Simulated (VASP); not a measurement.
Level of theory: PBE GGA with D3 dispersion (Becke-Johnson damping), VASP's PBE PAW potentials (set 64) (plane waves; VASP).

The input files of a VASP run:

### POSCAR
```
Sc
1.0
  1.6328973210  -2.8282610405   0.0000000000
  1.6328973210   2.8282610405   0.0000000000
  0.0000000000   0.0000000000   5.0730948073
Sc
2
Cartesian
  1.6328973210   0.9427555657   1.2682737018
  1.6328973210  -0.9427555657   3.8048211055
```

**KPOINTS**
```
Automatic mesh
0
Gamma
12 12 7
0 0 0
```

INCAR:
```
SYSTEM = Sc
PREC = Accurate; ENCUT = 520; LREAL = .False.
LASPH = .True.
EDIFF = 1E-6; NELM = 100; ALGO = Normal
LMAXMIX = 4
ISMEAR = 1; SIGMA = 0.1
GGA = PE; IVDW = 12
IBRION = 2; NSW = 60; ISIF = 3
EDIFFG = -0.01
LWAVE = .False.; LCHARG = .False.
```

POTCAR, in this order: Sc_sv (PBE.64 set). Program: vasp_std.

What VASP printed:

**OSZICAR**
```
       N       E                     dE             d eps       ncg     rms          rms(c)
DAV:   1     0.388706245577E+03    0.38871E+03   -0.11104E+04  2280   0.157E+03
DAV:   2     0.105663410737E+02   -0.37814E+03   -0.37214E+03  3165   0.661E+02
DAV:   3    -0.132847873921E+02   -0.23851E+02   -0.23285E+02  3794   0.192E+02
DAV:   4    -0.137666762379E+02   -0.48189E+00   -0.46173E+00  3433   0.238E+01
DAV:   5    -0.137742489590E+02   -0.75727E-02   -0.75688E-02  3826   0.305E+00    0.797E+00
DAV:   6    -0.126409848235E+02    0.11333E+01   -0.26033E+00  2847   0.216E+01    0.243E+00
DAV:   7    -0.124873535017E+02    0.15363E+00   -0.66708E-01  2959   0.100E+01    0.834E-01
DAV:   8    -0.124774196388E+02    0.99339E-02   -0.22925E-02  3171   0.227E+00    0.213E-01
DAV:   9    -0.124764110129E+02    0.10086E-02   -0.57750E-03  2999   0.963E-01    0.209E-02
DAV:  10    -0.124764211483E+02   -0.10135E-04   -0.10880E-04  3902   0.164E-01    0.658E-03
DAV:  11    -0.124764177652E+02    0.33831E-05   -0.19293E-06  2347   0.236E-02    0.210E-03
DAV:  12    -0.124764189011E+02   -0.11359E-05   -0.48327E-07  1840   0.157E-02    0.884E-04
DAV:  13    -0.124764186427E+02    0.25847E-06   -0.16326E-07  1616   0.825E-03
   1 F= -.13294026E+02 E0= -.13293894E+02  d E =-.132940E+02
       N       E                     dE             d eps       ncg     rms          rms(c)
DAV:   1    -0.124807174894E+02   -0.42986E-02   -0.58303E-02  3175   0.426E+00    0.294E-01
DAV:   2    -0.124790224901E+02    0.16950E-02   -0.52087E-03  2897   0.991E-01    0.876E-02
DAV:   3    -0.124788838643E+02    0.13863E-03   -0.67413E-04  3578   0.353E-01    0.368E-02
DAV:   4    -0.124788763732E+02    0.74911E-05   -0.26406E-05  3885   0.731E-02    0.471E-03
DAV:   5    -0.124788764533E+02   -0.80087E-07   -0.30225E-06  2391   0.242E-02
   2 F= -.13294091E+02 E0= -.13293977E+02  d E =-.653207E-04
```

**OUTCAR**
```
------------------------ aborting loop because EDIFF is reached ----------------------------------------
 Edisp (eV)   -0.81521
  FORCE on cell =-STRESS in cart. coord.  units (eV):
  Direction    XX          YY          ZZ          XY          YZ          ZX
  --------------------------------------------------------------------------------------
  Total      -0.00728    -0.00728    -0.01681    -0.00000     0.00000     0.00000
  in kB      -0.24819    -0.24819    -0.57312    -0.00000     0.00000     0.00000
  external pressure =       -0.36 kB  Pullay stress =        0.00 kB
  volume of cell :       46.99
      direct lattice vectors                 reciprocal lattice vectors
     1.634976781 -2.831862770  0.000000000     0.305814741 -0.176562228  0.000000000
     1.634976781  2.831862770 -0.000000000     0.305814741  0.176562228  0.000000000
     0.000000000  0.000000000  5.074634684     0.000000000  0.000000000  0.197058520
 POSITION                                       TOTAL-FORCE (eV/Angst)
 -----------------------------------------------------------------------------------
      1.63498      0.94396      1.26866        -0.000000      0.000000      0.000000
      1.63498     -0.94396      3.80598         0.000000     -0.000000      0.000000
 -----------------------------------------------------------------------------------
    total drift:                                0.000116      0.000680     -0.000015
  FREE ENERGIE OF THE ION-ELECTRON SYSTEM (eV)
  ---------------------------------------------------
  free  energy   TOTEN  =       -13.2940909841 eV

  energy  without entropy=      -13.2937478033  energy(sigma->0) =      -13.29397659

 reached required accuracy - stopping structural energy minimisation
```
(Selected blocks of OUTCAR.)

CONTCAR:
```
Sc
   1.00000000000000
     1.6349767807813806   -2.8318627701764938    0.0000000000000000
     1.6349767807813806    2.8318627701764938   -0.0000000000000000
     0.0000000000000000    0.0000000000000000    5.0746346841735068
  Sc
     2
Direct
     0.3333330000000032    0.6666669999999968    0.2500000000000000
     0.6666669999999968    0.3333330000000032    0.7500000000000000
```

The compound is Sc in the hcp structure. This run relaxes it. Symmetry was kept, so distortions that lower it aren't found. The start is the result of an earlier pass.
